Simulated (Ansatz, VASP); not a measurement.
# LaPb3: VASP beside Ansatz

The input INCAR:

```
SYSTEM = LaPb3
ALGO     = Normal         ! electronic algorithm
EDIFF    = 1E-7           ! SCF threshold, eV
ENCUT    = 520            ! plane-wave cutoff, eV
GGA      = CA             ! functional
ISIF     = 2              ! what is computed and relaxed
ISMEAR   = 0              ! smearing method
LASPH    = .TRUE.         ! aspherical terms in the spheres
LCHARG   = .FALSE.        ! write CHGCAR
LREAL    = .FALSE.        ! projectors in reciprocal space
LWAVE    = .FALSE.        ! write WAVECAR
NBANDS   = 34             ! bands
NELM     = 100            ! most SCF steps
PREC     = Accurate       ! precision mode
SIGMA    = 0.1            ! smearing width, eV
```

KPOINTS

```
k-points
0
G
  5 5 5
  0 0 0
```

Contents of POSCAR:

```
LaPb3
1.0
    4.8100517722      0.0000000000      0.0000000000
    0.0000000000      4.8100517722      0.0000000000
    0.0000000000      0.0000000000      4.8100517722
La Pb
1 3
Direct
    0.0000000000      0.0000000000      0.0000000000
    0.0000000000      0.5000000000      0.5000000000
    0.5000000000      0.0000000000      0.5000000000
    0.5000000000      0.5000000000      0.0000000000
```

Input for Ansatz:

```yaml
crystal:
  lattice:
    - [4.810051772201196, 0.0, 0.0]
    - [0.0, 4.810051772201196, 0.0]
    - [0.0, 0.0, 4.810051772201196]
  atoms:
    - { symbol: La, position: [0.0, 0.0, 0.0] }
    - { symbol: Pb, position: [0.0, 0.5, 0.5] }
    - { symbol: Pb, position: [0.5, 0.0, 0.5] }
    - { symbol: Pb, position: [0.5, 0.5, 0.0] }
basis:
  ecutwfc: 470.0
kpoints:
  mp_grid:
    grid: [5, 5, 5]
hamiltonian:
  xc: lda
scf:
  occupations:
    method: gaussian
    width: 0.1
output:
  stress: true
```

Alike in both runs: task single point; functional LDA; k mesh 5 × 5 × 5; occupations gaussian, width 0.1 eV; no spin polarisation.

|  | VASP | Ansatz |
| --- | --- | --- |
| version | VASP 6.6.1 | Ansatz 0.2.0 |
| potentials or method | VASP PAW LDA potentials, release 64 (La, Pb_d) | plane waves, PAW |
| plane-wave cutoff (eV) | 520 | 470 |
| valence electrons in the cell | 53 | 53 |

```tsv
	VASP	Ansatz	Ansatz less VASP
pressure (GPa)	1.0	0.9	-0.05
```

The runs have no spin-orbit coupling, so splittings on La, Pb are missing.
